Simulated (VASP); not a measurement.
Here is the system:

```
NaH
1.0
    0.00000     2.39077     2.39077
    2.39077     0.00000     2.39077
    2.39077     2.39077     0.00000
Na H
1 1
Direct
  0.00000   0.00000   0.00000
  0.50000   0.50000   0.50000
```

Calculation: PBE GGA, VASP's PBE PAW potentials (set 64) (plane waves; VASP). Settings: 480 eV cut-off, 10×10×10 Γ-centred mesh, Gaussian smearing of 0.050 eV, potentials Na_pv H.

### Question
Estimate the energy per atom (σ→0).

### Answer

```yaml
energy per atom (σ→0): -2.542 eV/atom
```

Only differences to runs with the same potentials and settings are physical.

The compound is NaH in the rock salt structure. This cell was strained or had an atom moved on purpose.
